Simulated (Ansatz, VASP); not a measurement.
# Cross-check of SnSe2 between VASP and Ansatz

Aim: how closely do two programs agree when they are given the same cell, functional and k mesh? The cell is generated by rule, not measured, and may not be a known phase. The cell is taken from a series of runs on this material, whose earlier steps may have relaxed, scaled, displaced or heated it; both programs get it as it stands.

Method: plane waves, with VASP 6.6.1 beside it; relaxation of cell and atoms at r2SCAN, in Ansatz 0.2.0.

The structure was built from a prototype and need not be the compound's stable phase.

**1. The starting structure**

It takes space group Amm2 (No. 38, orthorhombic). The conventional cell has a = 3.909 Å, b = 8.782 Å, c = 9.862 Å, α = 90.00°, β = 90.00°, γ = 90.00°. Nearest to Sn lie 6 Se at 2.57 to 2.77 Å. Sn has 5 Se at 2.60 to 2.70 Å nearest. Nearest to Se lie 3 Sn at 2.70 to 2.77 Å. Nearest to Se lie 3 Sn at 2.60 to 2.77 Å. Nearest to Se lie 2 Sn at 2.57 Å. Farther neighbours and most contacts between anions are not listed.

**2. VASP: relaxation of cell and atoms, r2SCAN**

The relaxed volume is the usual yardstick between codes: in a stiff, nearly cubic crystal its relative difference is about their pressure difference at one cell divided by the bulk modulus.

Lines of VASP's logs that name or quote its potential files are left out, and so is its time.

INCAR reads:

```
SYSTEM = SnSe2
PREC = Accurate
ENCUT = 550
EDIFF = 1E-07
NELM = 120
ISMEAR = 1
SIGMA = 0.2
LREAL = .FALSE.
ALGO = Normal
METAGGA = R2SCAN
LASPH = .TRUE.
NBANDS = 32
LORBIT = 11
LWAVE = .FALSE.
LCHARG = .FALSE.
ISIF = 3
IBRION = 2
NSW = 80
EDIFFG = -0.005
GGA_COMPAT = .FALSE.
NELMIN = 4
LMIXTAU = .TRUE.
KPAR = 2
```

POSCAR reads:

```
SnSe2
1.0
    3.9087240000      0.0000000000      0.0000000000
    0.0000000000      4.3909390000      4.9309790000
    0.0000000000     -4.3909390000      4.9309790000
Sn Se
2 4
Direct
    0.0000000000      0.0131318750      0.0131318750
    0.5000000000      0.5498657569      0.5498657569
    0.0000000000      0.2739662243      0.6522522812
    0.0000000000      0.6522522812      0.2739662243
    0.5000000000      0.8133914178      0.8133914178
    0.5000000000      0.1826202261      0.1826202261
```

KPOINTS reads:

```
Automatic mesh
0
Gamma
8 6 6
0 0 0
```

PAW data sets: Sn_d and Se (PBE family, release 64).

Started as:

```bash
$ mpirun -np 2 vasp_std
```

Numbers of over 12 decimals in the logs are rounded to 6 here.

What it wrote:

```text
[banner, memory and clock lines left out]
running    2 mpi-ranks, on    1 nodes
 distrk:  each k-point on    1 cores,    2 groups
 distr:  one band on    1 cores,    1 groups

 POSCAR found type information on POSCAR SnSe
 POSCAR found :  2 types and       6 ions
|                                                                             |
|               ----> ADVICE to this user running VASP <----                  |
|                                                                             |
|     You enforced a specific xc type in the INCAR file but a different       |
|     [... a line on the potential file left out ...]
|     I HOPE YOU KNOW WHAT YOU ARE DOING!                                     |
|                                                                             |

 LDA part: xc-table for (None), standard interpolation
 POSCAR, INCAR and KPOINTS ok, starting setup
 FFT: planning ... GRIDC
 FFT: planning ... GRID_SOFT
 FFT: planning ... GRID
 WAVECAR not read
 entering main loop
       N       E                     dE             d eps       ncg     rms          rms(c)
DAV:   1     0.433946311818E+03    0.43395E+03   -0.24780E+04  4192   0.195E+03
DAV:   2    -0.373516915475E+02   -0.47130E+03   -0.45903E+03  4264   0.513E+02
DAV:   3    -0.113481977255E+03   -0.76130E+02   -0.74664E+02  5024   0.179E+02
DAV:   4    -0.117405286194E+03   -0.39233E+01   -0.38942E+01  5024   0.436E+01
DAV:   5    -0.117515404409E+03   -0.11012E+00   -0.11006E+00  6040   0.768E+00    0.797E+00
DAV:   6    -0.112327803156E+03    0.51876E+01   -0.34662E+00  5880   0.231E+01    0.543E+00
DAV:   7    -0.106364279295E+03    0.59635E+01   -0.17899E+00  4768   0.708E+00    0.182E+00
DAV:   8    -0.108051449548E+03   -0.16872E+01   -0.13583E+00  4720   0.721E+00    0.108E+00
DAV:   9    -0.108082809847E+03   -0.31360E-01   -0.22419E-01  4504   0.296E+00    0.625E-01
DAV:  10    -0.108113375563E+03   -0.30566E-01   -0.32700E-02  4896   0.137E+00    0.346E-01
DAV:  11    -0.108192052146E+03   -0.78677E-01   -0.12830E-01  4296   0.251E+00    0.171E-01
DAV:  12    -0.108198417240E+03   -0.63651E-02   -0.90806E-03  4832   0.630E-01    0.170E-01
DAV:  13    -0.108200454927E+03   -0.20377E-02   -0.64866E-04  4928   0.208E-01    0.109E-01
DAV:  14    -0.108205639293E+03   -0.51844E-02   -0.61097E-03  4320   0.635E-01    0.447E-02
DAV:  15    -0.108206008857E+03   -0.36956E-03   -0.84800E-04  4960   0.179E-01    0.538E-02
DAV:  16    -0.108205959797E+03    0.49060E-04   -0.25462E-05  4800   0.370E-02    0.452E-02
DAV:  17    -0.108206122248E+03   -0.16245E-03   -0.19066E-04  4568   0.109E-01    0.689E-03
DAV:  18    -0.108206153024E+03   -0.30775E-04   -0.37180E-05  4824   0.438E-02    0.147E-02
DAV:  19    -0.108206151631E+03    0.13931E-05   -0.44279E-06  4688   0.200E-02    0.743E-03
DAV:  20    -0.108206152362E+03   -0.73138E-06   -0.33211E-06  4872   0.126E-02    0.163E-03
DAV:  21    -0.108206152985E+03   -0.62320E-06   -0.29690E-06  4328   0.132E-02    0.190E-03
DAV:  22    -0.108206153553E+03   -0.56753E-06   -0.25403E-07  3448   0.379E-03    0.816E-04
DAV:  23    -0.108206153596E+03   -0.43626E-07   -0.29103E-08  2520   0.139E-03
   1 F= -.10820615E+03 E0= -.10820713E+03  d E =-.108206E+03
 curvature:   0.00 expect dE= 0.000E+00 dE for cont linesearch  0.000E+00
 trial: gam= 0.00000 g(F)=  0.298E-05 g(S)=  0.493E-05 ort = 0.000E+00 (trialstep = 0.100E+01)
 search vector abs. value=  0.792E-05
 bond charge predicted
       N       E                     dE             d eps       ncg     rms          rms(c)
DAV:   1    -0.108206189737E+03   -0.36184E-04   -0.10547E-03  5240   0.375E-01    0.360E-02
DAV:   2    -0.108206166863E+03    0.22874E-04   -0.70058E-05  5336   0.998E-02    0.162E-02
DAV:   3    -0.108206157479E+03    0.93843E-05   -0.25400E-05  5288   0.596E-02    0.443E-03
DAV:   4    -0.108206156612E+03    0.86687E-06   -0.54543E-06  4280   0.166E-02    0.219E-03
DAV:   5    -0.108206156393E+03    0.21922E-06   -0.15169E-06  4304   0.894E-03    0.133E-03
DAV:   6    -0.108206155942E+03    0.45103E-06   -0.66061E-07  3848   0.605E-03    0.663E-04
DAV:   7    -0.108206156142E+03   -0.20071E-06   -0.12787E-07  3000   0.336E-03    0.285E-04
DAV:   8    -0.108206156134E+03    0.87130E-08   -0.20610E-08  2336   0.156E-03
   2 F= -.10820616E+03 E0= -.10820713E+03  d E =-.253726E-05
 trial-energy change:   -0.000003  1 .order   -0.000003   -0.000008    0.000002
 step:   0.7567(harm=  0.8195)  dis= 0.00021  next Energy=  -108.206156 (dE=-0.276E-05)
 reached required accuracy - stopping structural energy minimisation
```

From OUTCAR (step 2):

```text
ion  position               nearest neighbor table
   1  0.000  0.013  0.013-   6 2.57   6 2.57   3 2.77   4 2.77   5 2.77   5 2.77
   2  0.500  0.550  0.550-   5 2.60   4 2.70   3 2.70   3 2.70   4 2.70
   3  0.000  0.274  0.652-   2 2.70   2 2.70   1 2.77
   4  0.000  0.652  0.274-   2 2.70   2 2.70   1 2.77
   5  0.500  0.813  0.813-   2 2.60   1 2.77   1 2.77
   6  0.500  0.183  0.183-   1 2.57   1 2.57

  LATTYP: Found a base centered orthorhombic cell.
 ALAT       =     8.7818780000
 B/A-ratio  =     1.1229896384
 C/A-ratio  =     0.4450897633

 Subroutine GETGRP returns: Found  4 space group operations
 (whereof  4 operations were pure point group operations)

The static configuration has the point symmetry C_2v.

 Found     65 irreducible k-points:

   k-points           NKPTS =     65   k-points in BZ     NKDIM =     65   number of bands    NBANDS=     32

   dimension x,y,z NGX =    30 NGY =   54 NGZ =   54
   dimension x,y,z NGXF=    60 NGYF=  108 NGZF=  108

   ENCUT  =  550.0 eV  40.42 Ry    6.36 a.u.   7.47 12.63 12.63*2*pi/ulx,y,z

   NELECT =      52.0000    total number of electrons

 k-points in reciprocal lattice and weights: Automatic mesh
   0.00000000  0.00000000  0.00000000       0.003
   0.12500000  0.00000000  0.00000000       0.007
   0.25000000  0.00000000  0.00000000       0.007
   0.37500000  0.00000000  0.00000000       0.007
   0.50000000  0.00000000  0.00000000       0.003
   0.00000000  0.16666667 -0.00000000       0.014
   0.12500000  0.16666667 -0.00000000       0.028
   0.25000000  0.16666667 -0.00000000       0.028
   0.37500000  0.16666667 -0.00000000       0.028
[...]
0.37500000  0.50000000  0.50000000       0.007
   0.50000000  0.50000000  0.50000000       0.003

 average (electrostatic) potential at core
       1-109.4039       2-109.5474       3 -58.8738       4 -58.8738       5 -58.7506
       6 -58.4502

 E-fermi :   3.4529

 k-point     1 :       0.0000    0.0000    0.0000
  band No.  band energies     occupation
    ...
     22       2.4616      2.00000
     23       2.5690      2.00000
     24       2.6490      2.00000
     25       2.7652      2.00001
     26       3.1277      2.04375
     27       3.5412      0.32735
     28       4.9686     -0.00000
     29       6.5874     -0.00000
     30       6.7570     -0.00000
     31       7.4825      0.00000
    ...

 k-point     2 :       0.1250    0.0000    0.0000
  band No.  band energies     occupation
    ...
     22       1.6399      2.00000
     23       1.7172      2.00000
     24       2.8209      2.00007
     25       3.2271      2.06770
     26       3.4597      0.94210
     27       3.7497     -0.05671
     28       5.5112     -0.00000
     29       6.9067     -0.00000
     30       7.3588     -0.00000
     31       7.3667     -0.00000
    ...

 k-point     3 :       0.2500    0.0000    0.0000
  band No.  band energies     occupation
    ...
     22       0.4629      2.00000
     23       0.8419      2.00000
     24       2.5574      2.00000
     25       3.0239      2.00975
     26       3.1796      2.06584
     27       4.2102     -0.00000
     28       5.7878     -0.00000
     29       6.9408     -0.00000
     30       8.2944      0.00000
     31       8.3071      0.00000
    ...

  Total       -0.0092131     -0.0066336     -0.0089448      0.0000000      0.0000000      0.0000000
  in kB       -0.0871793     -0.0627708     -0.0846404      0.0000000      0.0000000      0.0000000
  external PRESSURE =      -0.0781969 kB  Pullay stress =       0.0000000 kB

  energy-cutoff  :      550.00
  volume of cell :      169.32
      direct lattice vectors                 reciprocal lattice vectors
     3.909296177  0.000000000  0.000000000     0.255800521  0.000000000  0.000000000
     0.000000000  4.391337251  4.931471967     0.000000000  0.113860533  0.101389606
     0.000000000 -4.391337251  4.931471967     0.000000000 -0.113860533  0.101389606

 POSITION                                       TOTAL-FORCE (eV/Angst)
 -----------------------------------------------------------------------------------
      0.00000      0.00000      0.12959         0.000000      0.000000      0.003457
      1.95465      0.00000      5.42332         0.000000      0.000000     -0.000138
      0.00000     -1.66115      4.56745         0.000000      0.000890     -0.002038
      0.00000      1.66115      4.56745         0.000000     -0.000890     -0.002038
      1.95465      0.00000      8.02239         0.000000      0.000000      0.000239
      1.95465      0.00000      1.80145         0.000000      0.000000      0.000518
 -----------------------------------------------------------------------------------
    total drift:                                0.000000     -0.000000     -0.000070

  FREE ENERGIE OF THE ION-ELECTRON SYSTEM (eV)
  ---------------------------------------------------
  free  energy   TOTEN  =      -108.2061561337 eV

  energy  without entropy=     -108.2090893012  energy(sigma->0) =     -108.20713386

 reached required accuracy - stopping structural energy minimisation

 total charge
# of ion       s       p       d       tot
------------------------------------------
    1        1.045   1.025  10.095  12.165
    2        1.071   0.997  10.067  12.135
    3        1.483   2.337   0.026   3.847
    4        1.483   2.337   0.026   3.847
    5        1.469   2.381   0.022   3.871
    6        1.477   2.364   0.025   3.867
--------------------------------------------------
tot          8.028  11.442  20.261  39.732

[... 3 further parts left out ...]
```

The gap is under twice the smearing width, so the edge states are partly filled and the run can't tell a small gap from a semimetal. Methfessel-Paxton smearing is not meant for a cell with a gap. The run keeps the 4 symmetry operations of its start, so it cannot find a distortion of lower symmetry.

[end of part 1 of 2]

[Lines on the potential files, build, host, timing and source positions are cut from VASP's logs without a mark.]

[Logs are printed without paths, hosts, clocks, repeated set-up lines and the standing remarks that a program may print on its own settings, such as how far it seeks lower states.]

[Hosts, paths, dates, database ids (printed as entryN), source tags and the programs' standing remarks are cut or masked in the printed files.]
